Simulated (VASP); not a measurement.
Given:

```
CELL_PARAMETERS angstrom
      0.00000     2.93838     2.93838
      2.93838     0.00000     2.93838
      2.93838     2.93838     0.00000
ATOMIC_POSITIONS crystal
  Cd 0.00000 0.00000 0.00000
  S  0.25000 0.25000 0.25000
```

Computed with HSEsol screened hybrid, VASP's PBE PAW potentials (set 64) (plane waves; VASP). Numerical set-up: 520 eV cut-off, 6×6×6 Γ-centred mesh, Gaussian smearing of 0.050 eV, potentials Cd S.

Question: Predict the energy per atom (σ→0), pressure, band gap (on the k-mesh) with the smallest direct gap where there is one.

Answer: 
```
Item                                          Value
-----------------------------------  --------------
band gap (on the k-mesh)                    1.98 eV
smallest direct gap (on the k-mesh)         1.98 eV
energy per atom (σ→0)                -4.048 eV/atom
pressure                                  -1.60 GPa
```

The absolute energy has meaning only against runs of the same code, potentials and settings.

The compound is CdS in the zinc blende structure, a metastable form; wurtzite is the usual one. This cell is one point of a volume scan, at 0.97 of the reference volume. The cell's shape comes from a PBE relaxation.
